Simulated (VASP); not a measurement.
Runs of VASP 6.6.1 on SiClH3. The cell holds a molecule in a box, 5 atoms: a = 12.000 Å, b = 12.000 Å, c = 12.000 Å, α = 90.00°, β = 90.00°, γ = 90.00°. 

```csv
task,level,cell,grid for exact exchange (PRECFOCK),screening parameter,gap on the mesh (eV),largest force (eV/Å)
electron localisation function,PBE,as given,-,-,6.51,(b)
relaxation of the atoms,revPBE,atoms relaxed,-,-,6.47,0.01
relaxation of the atoms,PBE,"atoms relaxed from: atoms moved at random, drawn with an rms of 0.02 Å",-,-,6.46,-
single point,HSE06+TS,as given,Normal,0.2 1/A,7.92,(a)
atomic charges,PBE+TS,as given,-,-,6.51,0.22
```

Alike in all rows: potentials or basis VASP PAW PBE potentials, release 64 (Si, Cl, H); no spin polarisation; k mesh 1 × 1 × 1; cutoff (eV) 520; smearing gaussian 0.01 eV.

Q: Estimate the missing entries.

A: (a) 0.08; (b) 0.20.

Caveats: the PAW data sets were made with another functional, which shifts forces and pressure a little (some runs).

